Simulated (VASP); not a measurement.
Input:

```
CELL_PARAMETERS angstrom
      4.24913     0.00000     0.00000
      0.00000     4.24913     0.00000
      0.00000     0.00000     4.24913
ATOMIC_POSITIONS crystal
  Cu 0.75000 0.25000 0.75000
  Cu 0.25000 0.75000 0.75000
  Cu 0.75000 0.75000 0.25000
  Cu 0.25000 0.25000 0.25000
  O  0.00000 0.00000 0.00000
  O  0.50000 0.50000 0.50000
```

All values below come from MS2 meta-GGA, VASP's PBE PAW potentials (set 64) (plane waves; VASP). Numerical set-up: 520 eV cut-off, 5×5×5 Γ-centred mesh, Gaussian smearing of 0.050 eV, potentials Cu O.

Q: Estimate the energy per atom (σ→0), band gap (on the k-mesh) with the smallest direct gap where there is one.

A: 
```json
{
 "band gap (on the k-mesh)": "0.69 eV",
 "smallest direct gap (on the k-mesh)": "0.69 eV",
 "energy per atom (σ→0)": "-6442 meV/atom"
}
```

The absolute energy has meaning only against runs of the same code, potentials and settings.

The compound is Cu2O in the cuprite structure. It was relaxed first.
